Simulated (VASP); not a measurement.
Input:

```yaml
crystal:
  lattice:
    - [0.00000, 1.81272, 1.81272]
    - [1.81272, 0.00000, 1.81272]
    - [1.81272, 1.81272, 0.00000]
  atoms:
    - { symbol: B, position: [0.00000, 0.00000, 0.00000] }
    - { symbol: N, position: [0.25000, 0.25000, 0.25000] }
```

Method: PBE GGA, VASP's PBE PAW potentials (set 64) (plane waves; VASP 6.6.1). Run with 520 eV cut-off, Gaussian smearing of 0.050 eV, potentials B N.

Q: Give the energies of bands 2 to 7 at the high-symmetry points, in eV from the valence-band maximum.

A: 
```json
[
 {"band": "2", "Γ": "0.00", "X": "-8.86", "U": "-8.08", "L": "-10.61", "W": "-7.55"},
 {"band": "3", "Γ": "0.00", "X": "-4.86", "U": "-7.59", "L": "-1.92", "W": "-6.90"},
 {"band": "4", "Γ": "0.00", "X": "-4.86", "U": "-4.04", "L": "-1.92", "W": "-6.45"},
 {"band": "5", "Γ": "8.78", "X": "4.45", "U": "6.88", "L": "10.03", "W": "9.56"},
 {"band": "6", "Γ": "8.78", "X": "9.18", "U": "12.79", "L": "10.66", "W": "13.20"},
 {"band": "7", "Γ": "8.78", "X": "17.79", "U": "15.71", "L": "10.66", "W": "14.45"}
]
```

The gap is indirect, 4.45 eV, from the valence maximum at Γ to the conduction minimum at X.

Measured: gap 6.20 eV at 300 K (computed value off by -1.75 eV), as given by arXiv:1206.3780.

The compound is BN in the zinc blende structure. It was relaxed first.
